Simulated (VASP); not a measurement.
# GW on BN (Qingsongite), part 5 of 5

How does the gap of BN (Qingsongite) change from the starting functional to GW? The cell is of the zinc-blende type, one of the forms listed for this formula. The start is a cell from a database of measured crystal structures.

VASP 6.6.1, plane waves and PAW; the level of theory is named at each step.

So far, quasiparticle gap on the mesh (eV): step 4 (G0W0, functional PBE, start PBE, G0W0 on PBE) 5.83; step 8 (G0W0, functional HSE with 0.08 exact exchange, start HSE with 0.08 exact …) 6.00; step 11 (G0W0, functional HSE with 0.16 exact exchange, start HSE with 0.16 exact …) 6.16; step 14 (G0W0, functional HSE with 0.25 exact exchange, start HSE with 0.25 exact …) 6.34; step 17 (G0W0, functional HSE with 0.33 exact exchange, start HSE with 0.33 exact …) 6.49.

## 20. G0W0, functional HSE with 0.42 exact exchange, start HSE with 0.42 exact exchange

This step: G0W0 on HSE with 0.42 exact exchange; plane waves and PAW (N_GW, B_GW) (VASP 6.6.1).

One pass of GW corrects the levels to first order, with G and W from the starting orbitals.

The input, INCAR:

```
SYSTEM = BN
PREC = Accurate
ENCUT = 450
ISMEAR = 0
SIGMA = 0.01
LREAL = .FALSE.
LHFCALC = .TRUE.
AEXX = 0.42
GGA = PE
LASPH = .TRUE.
NBANDS = 40
PRECFOCK = Fast
HFSCREEN = 0.2
ALGO = EVGW0
NELMGW = 1
ENCUTGW = 120
NOMEGA = 64
NBANDSGW = 16
LWAVE = .FALSE.
LCHARG = .FALSE.
```

The input, POSCAR:

```
BN
1.0
    0.0000000000      1.8075000000      1.8075000000
    1.8075000000      0.0000000000      1.8075000000
    1.8075000000      1.8075000000      0.0000000000
N B
1 1
Direct
    0.7500000000      0.7500000000      0.7500000000
    0.0000000000      0.0000000000      0.0000000000
```

The input, KPOINTS:

```
Automatic mesh
0
Gamma
6 6 6
0 0 0
```

PAW data sets: N_GW and B_GW (PBE family, release 64).

The run starts from files that an earlier step left in the folder.

Run with:

```
$ mpirun -np 8 vasp_std
```

Output:

```text
[banner, memory and clock lines left out]
running    8 mpi-ranks, on    1 nodes
[...]
[... a notice as in an earlier step ...]

 [... a notice as in an earlier step ...]

 LDA part: xc-table for (Slater+PW92), standard interpolation
 found WAVECAR, reading the header
 POSCAR, INCAR and KPOINTS ok, starting setup
[...]
reading WAVECAR
 the WAVECAR file was read successfully
 initial charge from wavefunction
 available memory per node:     33.79 GB, setting MAXMEM to     34605

 The Fermi energy was updated, please check that it is located mid-gap
 values below the HOMO (VB) or above the LUMO (CB) will cause erroneous energies
 E-fermi :   9.3408

 calculate exact exchange contribution
 the WAVEDER file was read successfully
energies w=
    0.000    0.000    0.975    0.000    1.949    0.000    2.917    0.000
    3.880    0.000    4.834    0.000    5.778    0.000    6.712    0.000
    7.634    0.000    8.543    0.000    9.440    0.000   10.325    0.000
[...]
total number of BLAS operations         22.78 Gflops
NQ=  12   -0.3333    0.3333    0.0000,
|.........|.........|.........|.........|.........|.........|.........|.........
 performed       2489000 updates of chi_q(r,r)
 total number of BLAS operations         24.98 Gflops
NQ=  13    0.5000    0.5000    0.0000,
|.........|.........|.........|.........|.........|.........|.........|.........
 performed       2610000 updates of chi_q(r,r)
 total number of BLAS operations         26.53 Gflops
NQ=  14    0.5000    0.3333    0.1667,
|.........|.........|.........|.........|.........|.........|.........|.........
 performed       2928000 updates of chi_q(r,r)
 total number of BLAS operations         29.48 Gflops
NQ=  15   -0.3333    0.3333    0.1667,
|.........|.........|.........|.........|.........|.........|.........|.........
 performed       3225000 updates of chi_q(r,r)
 total number of BLAS operations         32.56 Gflops
NQ=  16   -0.3333    0.5000    0.1667,
|.........|.........|.........|.........|.........|.........|.........|.........
 performed       3465000 updates of chi_q(r,r)
 total number of BLAS operations         34.53 Gflops
 resolving degeneracies of screened two electron integrals

 calculate QP shifts <psi_nk| G(iteration)W_0 |psi_nk>: iteration 1
 entering main loop
```

The job ended after 14 s (8 MPI ranks of AMD EPYC 9R45, shared host; peak memory 1.6 GiB).

From OUTCAR (step 20):

```text
 QP shifts <psi_nk| G(iteration)W_0 |psi_nk>: iteration 1
 for sc-GW calculations column KS-energies equals QP-energies in previous step
 and V_xc(KS)=  KS-energies - (<T + V_ion + V_H > + <T+V_H+V_ion>^1  + <V_x>^1)
 k-point   1 :       0.0000    0.0000    0.0000
  band No.  KS-energies  QP-energies   sigma(KS)   V_xc(KS)     V^pw_x(r,r')   Z            occupation Imag(sigma)
      1     -17.3944     -15.9939     -18.4365     -20.1749     -26.5874       0.8056       2.0000       1.2201
      2       5.9663       6.3886     -19.1819     -19.6743     -21.9741       0.8575       2.0000       0.0574
      3       5.9663       6.3886     -19.1819     -19.6743     -21.9741       0.8575       2.0000       0.0574
      4       5.9663       6.3886     -19.1819     -19.6743     -21.9741       0.8575       2.0000       0.0574
      5      17.7794      18.2250     -11.6091     -12.1246      -6.8808       0.8642       0.0000      -0.0751
      6      17.7794      18.2250     -11.6091     -12.1246      -6.8808       0.8642       0.0000      -0.0751
      7      17.7794      18.2250     -11.6091     -12.1246      -6.8808       0.8642       0.0000      -0.0751
      8      19.3678      19.6735     -13.2343     -13.5934      -8.1146       0.8513       0.0000      -0.0903
    ...

[... 2 parts as in an earlier step ...]

[... 1 further part left out ...]
[key lines of the parts left out:]
E-fermi :   9.3408
```

GW takes the gap from 6.749 to 6.656 eV. That is +823 meV against G0W0 on PBE. The value holds for 40 bands, ENCUTGW = 120 eV and this mesh, and isn't shown to be converged in them.

## 21. Another starting point, functional HSE with 0.50 exact exchange

This step: HSE with 0.50 exact exchange; plane waves and PAW (N_GW, B_GW) (VASP 6.6.1).

To see how much the result owes to its start, the ground state is made again with HSE with 0.50 exact exchange. EDIFF is tight for accurate orbitals, and a narrow smearing avoids fractional occupations.

The input, INCAR:

```
SYSTEM = BN
PREC = Accurate
ENCUT = 450
EDIFF = 1E-08
NELM = 100
ISMEAR = 0
SIGMA = 0.01
LREAL = .FALSE.
ALGO = Normal
LHFCALC = .TRUE.
AEXX = 0.5
GGA = PE
LASPH = .TRUE.
NBANDS = 10
PRECFOCK = Fast
LORBIT = 11
LWAVE = .TRUE.
LCHARG = .FALSE.
KPAR = 8
HFSCREEN = 0.2
```

POSCAR is that of step 20.

KPOINTS is that of step 20.

Run with:

```
$ mpirun -np 8 vasp_std
```

Output:

```text
[... set-up lines as in an earlier step ...]
 entering main loop
       N       E                     dE             d eps       ncg     rms          rms(c)
DAV:   1    -0.233437501990E+02   -0.23344E+02   -0.11259E+00   440   0.140E+01    0.687E-01
DAV:   2    -0.233524959433E+02   -0.87457E-02   -0.13661E-02   368   0.114E+00    0.477E-01
DAV:   3    -0.233489063100E+02    0.35896E-02   -0.15034E-03   406   0.404E-01    0.280E-01
DAV:   4    -0.233478781300E+02    0.10282E-02   -0.11130E-03   494   0.327E-01    0.160E-01
[...]
DAV:  11    -0.233475170853E+02    0.18442E-06   -0.11853E-07   388   0.406E-03    0.280E-03
DAV:  12    -0.233475170076E+02    0.77628E-07   -0.32203E-08   346   0.258E-03    0.161E-03
DAV:  13    -0.233475169991E+02    0.85528E-08   -0.94731E-09   190   0.157E-03
   1 F= -.23347517E+02 E0= -.23347517E+02  d E =-.155927E-83
 writing wavefunctions
```

The job ended after 15 s (8 MPI ranks; peak memory 1.5 GiB; 1.9 min of CPU time).

OUTCAR, selected parts (step 21):

```text
  FREE ENERGIE OF THE ION-ELECTRON SYSTEM (eV)
  ---------------------------------------------------
  free  energy   TOTEN  =       -23.3475169991 eV

  energy  without entropy=      -23.3475169991  energy(sigma->0) =      -23.34751700

[... 3 parts as in an earlier step ...]

[... 1 further part left out ...]
[key lines of the parts left out:]
E-fermi :   5.8029
```

## 22. Empty bands, functional HSE with 0.50 exact exchange

ALGO = Exact makes the empty bands from the converged ground state in one step. LOPTICS writes the k-derivatives of the orbitals (WAVEDER), which give the long-wavelength limit of the screening.

The input, INCAR:

```
SYSTEM = BN
PREC = Accurate
ENCUT = 450
ISMEAR = 0
SIGMA = 0.01
LREAL = .FALSE.
LHFCALC = .TRUE.
AEXX = 0.5
GGA = PE
LASPH = .TRUE.
NBANDS = 40
PRECFOCK = Fast
HFSCREEN = 0.2
ALGO = Exact
NELM = 1
LWAVE = .TRUE.
LCHARG = .FALSE.
LOPTICS = .TRUE.
NEDOS = 1000
CSHIFT = 0.1
```

POSCAR is that of step 21.

KPOINTS is that of step 21.

The run starts from files that an earlier step left in the folder.

Run with:

```
$ mpirun -np 8 vasp_std
```

Output:

```text
[... set-up lines as in an earlier step ...]
 entering main loop
       N       E                     dE             d eps       ncg     rms          rms(c)
DIA:   1    -0.233475169892E+02   -0.23348E+02    0.00000E+00     0   0.000E+00
   1 F= -.23347517E+02 E0= -.23347517E+02  d E =-.148649E-18
 writing wavefunctions
 optical routines
 imaginary and real dielectric function
 recalculating local potential from charge density
 direction            1
 direction            2
 direction            3
```

Wall time 60 s (8 MPI ranks); peak memory 1.6 GiB.

From OUTCAR (step 22):

```text
 POSITION                                       TOTAL-FORCE (eV/Angst)
 -----------------------------------------------------------------------------------
      2.71125      2.71125      2.71125         0.000000      0.000000      0.000000
      0.00000      0.00000      0.00000        -0.000000     -0.000000     -0.000000
 -----------------------------------------------------------------------------------
    total drift:                               -0.000001     -0.000002     -0.000001

  FREE ENERGIE OF THE ION-ELECTRON SYSTEM (eV)
  ---------------------------------------------------
  free  energy   TOTEN  =       -23.3475169892 eV

  energy  without entropy=      -23.3475169892  energy(sigma->0) =      -23.34751699

[... 2 parts as in an earlier step ...]

[... 1 further part left out ...]
[key lines of the parts left out:]
E-fermi :   5.7257
```

## 23. G0W0, functional HSE with 0.50 exact exchange, start HSE with 0.50 exact exchange

This step: G0W0 on HSE with 0.50 exact exchange; plane waves and PAW (N_GW, B_GW) (VASP 6.6.1).

G0W0 keeps orbitals and screening fixed and shifts each of the lowest NBANDSGW levels once.

The input, INCAR:

```
SYSTEM = BN
PREC = Accurate
ENCUT = 450
ISMEAR = 0
SIGMA = 0.01
LREAL = .FALSE.
LHFCALC = .TRUE.
AEXX = 0.5
GGA = PE
LASPH = .TRUE.
NBANDS = 40
PRECFOCK = Fast
HFSCREEN = 0.2
ALGO = EVGW0
NELMGW = 1
ENCUTGW = 120
NOMEGA = 64
NBANDSGW = 16
LWAVE = .FALSE.
LCHARG = .FALSE.
```

POSCAR is that of step 22.

KPOINTS is that of step 22.

The run starts from files that an earlier step left in the folder.

Run with:

```
$ mpirun -np 8 vasp_std
```

Output:

```text
[banner, memory and clock lines left out]
running    8 mpi-ranks, on    1 nodes
[...]
[... a notice as in an earlier step ...]

 [... a notice as in an earlier step ...]

 LDA part: xc-table for (Slater+PW92), standard interpolation
 found WAVECAR, reading the header
 POSCAR, INCAR and KPOINTS ok, starting setup
[...]
reading WAVECAR
 the WAVECAR file was read successfully
 initial charge from wavefunction
 available memory per node:     33.44 GB, setting MAXMEM to     34243

 The Fermi energy was updated, please check that it is located mid-gap
 values below the HOMO (VB) or above the LUMO (CB) will cause erroneous energies
 E-fermi :   9.2679

 calculate exact exchange contribution
 the WAVEDER file was read successfully
energies w=
    0.000    0.000    0.999    0.000    1.996    0.000    2.988    0.000
    3.973    0.000    4.951    0.000    5.918    0.000    6.874    0.000
    7.818    0.000    8.750    0.000    9.668    0.000   10.574    0.000
[...]
total number of BLAS operations         22.78 Gflops
NQ=  12   -0.3333    0.3333    0.0000,
|.........|.........|.........|.........|.........|.........|.........|.........
 performed       2489000 updates of chi_q(r,r)
 total number of BLAS operations         24.98 Gflops
NQ=  13    0.5000    0.5000    0.0000,
|.........|.........|.........|.........|.........|.........|.........|.........
 performed       2610000 updates of chi_q(r,r)
 total number of BLAS operations         26.53 Gflops
NQ=  14    0.5000    0.3333    0.1667,
|.........|.........|.........|.........|.........|.........|.........|.........
 performed       2928000 updates of chi_q(r,r)
 total number of BLAS operations         29.48 Gflops
NQ=  15   -0.3333    0.3333    0.1667,
|.........|.........|.........|.........|.........|.........|.........|.........
 performed       3225000 updates of chi_q(r,r)
 total number of BLAS operations         32.56 Gflops
NQ=  16   -0.3333    0.5000    0.1667,
|.........|.........|.........|.........|.........|.........|.........|.........
 performed       3465000 updates of chi_q(r,r)
 total number of BLAS operations         34.53 Gflops
 resolving degeneracies of screened two electron integrals

 calculate QP shifts <psi_nk| G(iteration)W_0 |psi_nk>: iteration 1
 entering main loop
```

The job ended after 14 s (8 MPI ranks; peak memory 1.6 GiB).

From OUTCAR (step 23):

```text
 QP shifts <psi_nk| G(iteration)W_0 |psi_nk>: iteration 1
 for sc-GW calculations column KS-energies equals QP-energies in previous step
 and V_xc(KS)=  KS-energies - (<T + V_ion + V_H > + <T+V_H+V_ion>^1  + <V_x>^1)
 k-point   1 :       0.0000    0.0000    0.0000
  band No.  KS-energies  QP-energies   sigma(KS)   V_xc(KS)     V^pw_x(r,r')   Z            occupation Imag(sigma)
      1     -18.2766     -16.2318     -18.5425     -21.0684     -26.6029       0.8096       2.0000       1.1900
      2       5.6675       6.3042     -19.2188     -19.9575     -21.9884       0.8619       2.0000       0.0561
      3       5.6675       6.3042     -19.2188     -19.9575     -21.9884       0.8619       2.0000       0.0561
      4       5.6675       6.3042     -19.2188     -19.9575     -21.9884       0.8619       2.0000       0.0561
      5      18.0670      18.3104     -11.5319     -11.8121      -6.8588       0.8687       0.0000      -0.0745
      6      18.0670      18.3104     -11.5319     -11.8121      -6.8588       0.8687       0.0000      -0.0745
      7      18.0670      18.3104     -11.5319     -11.8121      -6.8588       0.8687       0.0000      -0.0745
      8      19.6637      19.7710     -13.1247     -13.2499      -8.0638       0.8560       0.0000      -0.0895
    ...

[... 2 parts as in an earlier step ...]

[... 1 further part left out ...]
[key lines of the parts left out:]
E-fermi :   9.2679
```

GW takes the gap from 7.201 to 6.802 eV. That is +970 meV against G0W0 on PBE. The value holds for 40 bands, ENCUTGW = 120 eV and this mesh, and isn't shown to be converged in them.

## 24. Summary

This step: GW series: G0W0 on PBE, G0W0 on HSE with 0.08 exact exchange, G0W0 on HSE with 0.16 exact exchange, G0W0 on HSE with 0.25 exact exchange, G0W0 on HSE with 0.33 exact exchange, G0W0 on HSE with 0.42 exact exchange, G0W0 on HSE with 0.50 exact exchange; plane waves and PAW (VASP 6.6.1).

No new run; the numbers come from the runs before.

G0W0 on a 6x6x6 mesh; cost is wall time times ranks on a shared host, with the step that makes the empty bands but not the self-consistent start. G0W0 series:

| share of exact exchange | gap of the starting hybrid (eV) | quasiparticle gap (eV) | direct quasiparticle gap (eV) | cost (core minutes) |
| --- | --- | --- | --- | --- |
| 0 | 4.458 | 5.833 | 10.86 | 1.76 |
| 0.08 | 4.883 | 5.998 | 11.06 | 9.95 |
| 0.16 | 5.314 | 6.158 | 11.25 | 9.6 |
| 0.25 | 5.804 | 6.336 | 11.46 | 9.36 |
| 0.33 | 6.246 | 6.487 | 11.64 | 9.79 |
| 0.42 | 6.749 | 6.656 | 11.84 | 9.84 |
| 0.5 | 7.201 | 6.802 | 12.01 | 9.81 |

## 25. Results

| Quantity | Value |
| --- | --- |
| G0W0 on PBE, 40 bands, ENCUTGW 120 eV, NOMEGA 64, mesh 6×6×6 | 4.458 → 5.833 eV |
| G0W0 on HSE with 0.08 exact exchange, 40 bands, ENCUTGW 120 eV, NOMEGA 64, mesh 6×6×6 | 4.883 → 5.998 eV |
| G0W0 on HSE with 0.16 exact exchange, 40 bands, ENCUTGW 120 eV, NOMEGA 64, mesh 6×6×6 | 5.314 → 6.158 eV |
| G0W0 on HSE with 0.25 exact exchange, 40 bands, ENCUTGW 120 eV, NOMEGA 64, mesh 6×6×6 | 5.804 → 6.336 eV |
| G0W0 on HSE with 0.33 exact exchange, 40 bands, ENCUTGW 120 eV, NOMEGA 64, mesh 6×6×6 | 6.246 → 6.487 eV |
| G0W0 on HSE with 0.42 exact exchange, 40 bands, ENCUTGW 120 eV, NOMEGA 64, mesh 6×6×6 | 6.749 → 6.656 eV |
| G0W0 on HSE with 0.50 exact exchange, 40 bands, ENCUTGW 120 eV, NOMEGA 64, mesh 6×6×6 | 7.201 → 6.802 eV |

G0W0 gives a quasiparticle gap of 5.833 eV on the mesh, 1.37 eV over the PBE gap on the same mesh. On mesh and path the starting valence top lies at Γ and the conduction bottom at (0.5, 0.5, 0), so the starting gap is indirect. Both points lie on the GW mesh. One-shot gaps: 5.833 eV from PBE, 5.998 eV from HSE with 0.08 exact exchange, 6.158 eV from HSE with 0.16 exact exchange, 6.336 eV from HSE with 0.25 exact exchange, 6.487 eV from HSE with 0.33 exact exchange, 6.656 eV from HSE with 0.42 exact exchange and 6.802 eV from HSE with 0.50 exact exchange. The starting gaps span 2.74 eV and the one-shot gaps 0.97 eV. For each 0.1 of exact exchange the starting gap grows by 0.55 eV and the G0W0 gap by 0.19 eV (straight-line fits). The two lines cross at a share of 0.39, where G0W0 leaves the gap unchanged at these settings; a fuller basis would move that share. All hybrids screen the exact exchange as HSE06 does (HFSCREEN = 0.2) and differ in its share alone. Bands, response cutoff and mesh weren't tested for convergence. Not tabulated here, as repeats of values shown or as unfit to read for their mesh, reference level or band range: eps2 curves (empty bands); eps1 curves and static values (empty bands); gaps (empty bands).

[Lines on the potential files, build, host, timing and source positions are cut from VASP's logs without a mark.]

[Logs are printed without paths, hosts, clocks, repeated set-up lines and the standing remarks that a program may print on its own settings, such as how far it seeks lower states.]

[Hosts, paths, dates, database ids (printed as entryN), source tags and the programs' standing remarks are cut or masked in the printed files.]

[Pressures printed for these runs are not shown converged in the cutoff: they can be off by several GPa and have the wrong sign.]
